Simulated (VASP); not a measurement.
# MnCuAs: structure and properties in VASP, part 8 of 9

Wanted: the relaxed cell of MnCuAs and its properties. The start is a computed cell from the Materials Project.

VASP 6.6.1, plane waves and PAW; the level of theory is named at each step.

Still holding for the runs below: The magnetic order is the lowest of the few collinear ones that converged above; longer or canted patterns were not tried.

So far. Step 11 (Bands along the symmetry lines (PBE)): There is no gap at this level. Step 12 (Total and projected DOS (PBE)): The finer mesh and the other smearing move the Fermi level by -0.10 eV from the 5×5×3 run, one measure of the sampling error in the zero of the bands above. Of the states within 0.3 eV of the Fermi level, the largest shares in the PAW spheres are Mn d 56 %, Cu d 9 % and As p 7 %. The relaxed cell has a = 3.670, c = 6.412 Å (conventional setting).

## (13) Vibrations at Γ (PBE) (continued)

Level of this step: PBE, spin-polarised from an antiferromagnetic start; plane waves and PAW (Mn_pv, Cu, As) (VASP).

From OUTCAR (step 13):

```text
   k-points           NKPTS =     45   k-points in BZ     NKDIM =     45   number of bands    NBANDS=     38

   NELECT =      58.0000    total number of electrons

  Total        0.0978920      0.0978920      0.0296877      0.0000000     -0.0000000      0.0000000
  in kB        1.8162020      1.8162020      0.5508002      0.0000000     -0.0000000      0.0000000
  external PRESSURE =       1.3944014 kB  Pullay stress =       0.0000000 kB

 POSITION                                       TOTAL-FORCE (eV/Angst)
 -----------------------------------------------------------------------------------
      0.00000      1.83500      0.96449         0.000000     -0.000000     -0.005579
      1.83500      0.00000      5.44707        -0.000000     -0.000000      0.005579
      0.00000      0.00000      3.20578         0.000000     -0.000000      0.000000
      1.83500      1.83500      3.20578        -0.000000      0.000000      0.000000
      0.00000      1.83500      4.96120         0.000000      0.000000     -0.010161
      1.83500      0.00000      1.45035         0.000000     -0.000000      0.010161
 -----------------------------------------------------------------------------------
    total drift:                                0.000000      0.000000      0.000000

 Eigenvectors and eigenvalues of the dynamical matrix
 ----------------------------------------------------

   1 f  =    7.594660 THz    47.718656 2PiTHz  253.330586 cm-1    31.408975 meV
             X         Y         Z           dx          dy          dz
      0.000000  1.834996  0.964489     0.000000    0.000000   -0.479763
      1.834996  0.000000  5.447067    -0.000000   -0.000000   -0.479763
      0.000000  0.000000  3.205778     0.000000   -0.000000   -0.107353
      1.834996  1.834996  3.205778    -0.000000    0.000000   -0.107353
      0.000000  1.834996  4.961203     0.000000    0.000000    0.508235
      1.834996  0.000000  1.450353    -0.000000   -0.000000    0.508235

   2 f  =    7.446310 THz    46.786544 2PiTHz  248.382159 cm-1    30.795449 meV
             X         Y         Z           dx          dy          dz
      0.000000  1.834996  0.964489     0.000000   -0.000000   -0.438931
      1.834996  0.000000  5.447067    -0.000000   -0.000000    0.438931
      0.000000  0.000000  3.205778     0.000000   -0.000000   -0.000000
      1.834996  1.834996  3.205778    -0.000000    0.000000   -0.000000
      0.000000  1.834996  4.961203     0.000000    0.000000    0.554382
      1.834996  0.000000  1.450353    -0.000000   -0.000000   -0.554382

   3 f  =    6.344003 THz    39.860545 2PiTHz  211.613156 cm-1    26.236676 meV
             X         Y         Z           dx          dy          dz
      0.000000  1.834996  0.964489     0.196146   -0.265075   -0.000000
      1.834996  0.000000  5.447067    -0.196146    0.265075    0.000000
      0.000000  0.000000  3.205778     0.282138    0.381286    0.000000
      1.834996  1.834996  3.205778    -0.282138   -0.381286    0.000000
      0.000000  1.834996  4.961203     0.242555   -0.327793   -0.000000
      1.834996  0.000000  1.450353    -0.242555    0.327793   -0.000000

   4 f  =    6.344003 THz    39.860545 2PiTHz  211.613156 cm-1    26.236676 meV
             X         Y         Z           dx          dy          dz
      0.000000  1.834996  0.964489    -0.265075   -0.196146   -0.000000
      1.834996  0.000000  5.447067     0.265075    0.196146   -0.000000
      0.000000  0.000000  3.205778    -0.381286    0.282138   -0.000000
      1.834996  1.834996  3.205778     0.381286   -0.282138    0.000000
      0.000000  1.834996  4.961203    -0.327793   -0.242555    0.000000
      1.834996  0.000000  1.450353     0.327793    0.242555   -0.000000

   5 f  =    5.711358 THz    35.885522 2PiTHz  190.510403 cm-1    23.620269 meV
             X         Y         Z           dx          dy          dz
      0.000000  1.834996  0.964489     0.031699    0.457411   -0.000000
      1.834996  0.000000  5.447067     0.031699    0.457411   -0.000000
[...]
X         Y         Z           dx          dy          dz
      0.000000  1.834996  0.964489     0.199955    0.362291   -0.000000
      1.834996  0.000000  5.447067    -0.199955   -0.362291    0.000000
      0.000000  0.000000  3.205778    -0.246969    0.447474    0.000000
      1.834996  1.834996  3.205778     0.246969   -0.447474    0.000000
      0.000000  1.834996  4.961203     0.125576    0.227525   -0.000000
      1.834996  0.000000  1.450353    -0.125576   -0.227525   -0.000000

   9 f  =    5.107334 THz    32.090325 2PiTHz  170.362318 cm-1    21.122226 meV
             X         Y         Z           dx          dy          dz
      0.000000  1.834996  0.964489    -0.362291    0.199955    0.000000
      1.834996  0.000000  5.447067     0.362291   -0.199955   -0.000000
      0.000000  0.000000  3.205778     0.447474    0.246969    0.000000
      1.834996  1.834996  3.205778    -0.447474   -0.246969    0.000000
      0.000000  1.834996  4.961203    -0.227525    0.125576    0.000000
      1.834996  0.000000  1.450353     0.227525   -0.125576   -0.000000

  10 f  =    4.528562 THz    28.453791 2PiTHz  151.056554 cm-1    18.728617 meV
             X         Y         Z           dx          dy          dz
      0.000000  1.834996  0.964489    -0.000000    0.000000   -0.554382
      1.834996  0.000000  5.447067     0.000000   -0.000000    0.554382
      0.000000  0.000000  3.205778     0.000000    0.000000   -0.000000
      1.834996  1.834996  3.205778    -0.000000   -0.000000    0.000000
      0.000000  1.834996  4.961203     0.000000    0.000000   -0.438931
      1.834996  0.000000  1.450353     0.000000   -0.000000    0.438931

  11 f  =    3.532704 THz    22.196637 2PiTHz  117.838337 cm-1    14.610085 meV
             X         Y         Z           dx          dy          dz
      0.000000  1.834996  0.964489     0.000000    0.000000   -0.000000
      1.834996  0.000000  5.447067     0.000000    0.000000    0.000000
      0.000000  0.000000  3.205778    -0.000000   -0.000000    0.707107
      1.834996  1.834996  3.205778    -0.000000   -0.000000   -0.707107
      0.000000  1.834996  4.961203     0.000000    0.000000   -0.000000
      1.834996  0.000000  1.450353     0.000000   -0.000000    0.000000

  12 f  =    3.082938 THz    19.370674 2PiTHz  102.835758 cm-1    12.750003 meV
             X         Y         Z           dx          dy          dz
      0.000000  1.834996  0.964489    -0.188231   -0.328904    0.000000
      1.834996  0.000000  5.447067    -0.188231   -0.328904   -0.000000
      0.000000  0.000000  3.205778     0.282645    0.493877    0.000000
      1.834996  1.834996  3.205778     0.282645    0.493877   -0.000000
      0.000000  1.834996  4.961203    -0.089668   -0.156680   -0.000000
      1.834996  0.000000  1.450353    -0.089668   -0.156680   -0.000000

  13 f  =    3.082938 THz    19.370674 2PiTHz  102.835758 cm-1    12.750003 meV
             X         Y         Z           dx          dy          dz
      0.000000  1.834996  0.964489    -0.328904    0.188231    0.000000
      1.834996  0.000000  5.447067    -0.328904    0.188231    0.000000
      0.000000  0.000000  3.205778     0.493877   -0.282645    0.000000
      1.834996  1.834996  3.205778     0.493877   -0.282645   -0.000000
      0.000000  1.834996  4.961203    -0.156680    0.089668    0.000000
      1.834996  0.000000  1.450353    -0.156680    0.089668   -0.000000
    [... 43 further lines ...]
      0.000000  1.834996  4.961203     0.428775    0.116326   -0.000000
      1.834996  0.000000  1.450353     0.428775    0.116326   -0.000000

 ELASTIC MODULI CONTR FROM IONIC RELAXATION (kBar)
 Direction    XX          YY          ZZ          XY          YZ          ZX
 --------------------------------------------------------------------------------
 XX        -170.5572   -105.2379    121.6921      0.0000     -0.0000     -0.0000
 YY        -105.2379   -170.5572    121.6921      0.0000      0.0000     -0.0000
 ZZ         121.6921    121.6921   -149.9107      0.0000     -0.0000      0.0000
 XY           0.0000      0.0000      0.0000      0.0000      0.0000      0.0000
 YZ          -0.0000      0.0000     -0.0000      0.0000    -25.2149      0.0000
 ZX          -0.0000     -0.0000      0.0000      0.0000      0.0000    -37.3833
 --------------------------------------------------------------------------------

 magnetization (x)
# of ion       s       p       d       tot
------------------------------------------
    1        0.034   0.039   3.308   3.382
    2       -0.034  -0.039  -3.308  -3.382
    3        0.000   0.000   0.000   0.000
    4        0.000   0.000   0.000   0.000
    5       -0.011   0.020  -0.003   0.007
    6        0.011  -0.020   0.003  -0.007
--------------------------------------------------
tot          0.000   0.000  -0.000  -0.000

[... 8 parts as in an earlier step ...]

[... 2 further parts left out ...]
```

Energies printed during the response cycles are not total energies of the cell.

Numbers from this step:

* bands: 38
* pressure of the cell: 0.1394 GPa
* largest force of the cell: 0.01016 eV/Å
* Fermi energy: 8.208 eV

The modes at Γ (shares of kinetic energy by element, %):

| mode | frequency (cm⁻¹) | symmetry | Mn % | Cu % | As % |
| --- | --- | --- | --- | --- | --- |
| 1 | -1.8 | acoustic | 29 | 31 | 39 |
| 2 | -1.8 | acoustic | 29 | 31 | 39 |
| 3 | -1.0 | acoustic | 29 | 32 | 39 |
| 4 | 82.7 | Eg | 44 | 3 | 53 |
| 5 | 82.7 | Eg | 44 | 3 | 53 |
| 6 | 102.8 | Eu | 29 | 65 | 7 |
| 7 | 102.8 | Eu | 29 | 65 | 7 |
| 8 | 117.8 | Bg | 0 | 100 | 0 |
| 9 | 151.1 | A1g | 61 | 0 | 39 |
| 10 | 170.4 | Eg | 34 | 52 | 14 |
| 11 | 170.4 | Eg | 34 | 52 | 14 |
| 12 | 181.3 | A2u | 25 | 65 | 9 |
| 13 | 190.5 | Eu | 42 | 4 | 54 |
| 14 | 190.5 | Eu | 42 | 4 | 54 |
| 15 | 211.6 | Eg | 22 | 45 | 33 |
| 16 | 211.6 | Eg | 22 | 45 | 33 |
| 17 | 248.4 | A1g | 39 | 0 | 61 |
| 18 | 253.3 | A2u | 46 | 2 | 52 |

Displacements in mode 4 (82.7 cm⁻¹), the largest set to 1:
```
Mn1  0.16 -1.00  0.00
Mn2 -0.16  1.00  0.00
Cu3  0.04  0.23  0.00
Cu4 -0.04 -0.23  0.00
As5 -0.15  0.94  0.00
As6  0.15 -0.94  0.00
```

Displacements in mode 18 (253.3 cm⁻¹), the largest set to 1:
```
Mn1  0.00  0.00 -1.00
Mn2  0.00  0.00 -1.00
Cu3  0.00  0.00 -0.21
Cu4  0.00  0.00 -0.21
As5  0.00  0.00  0.91
As6  0.00  0.00  0.91
```

The three acoustic modes lie within 1.8 cm⁻¹ of zero, and all others are real. By the characters of their eigenvectors the optical modes sort into (cm⁻¹) Raman active: Eg 83, Bg 118, A1g 151, Eg 170, Eg 212, A1g 248; infrared active: Eu 103, A2u 181, Eu 191, A2u 253. B labels carry no number here, since it depends on the setting of the axes. With a centre of inversion no mode is active in both.

[end of part 8 of 9]

[Lines on the potential files, build, host, timing and source positions are cut from VASP's logs without a mark.]

[Logs are printed without paths, hosts, clocks, repeated set-up lines and the standing remarks that a program may print on its own settings, such as how far it seeks lower states.]

[Hosts, paths, dates, database ids (printed as entryN), source tags and the programs' standing remarks are cut or masked in the printed files.]

[A measured line is paired with the nearest computed mode of its activity, which favours agreement.]
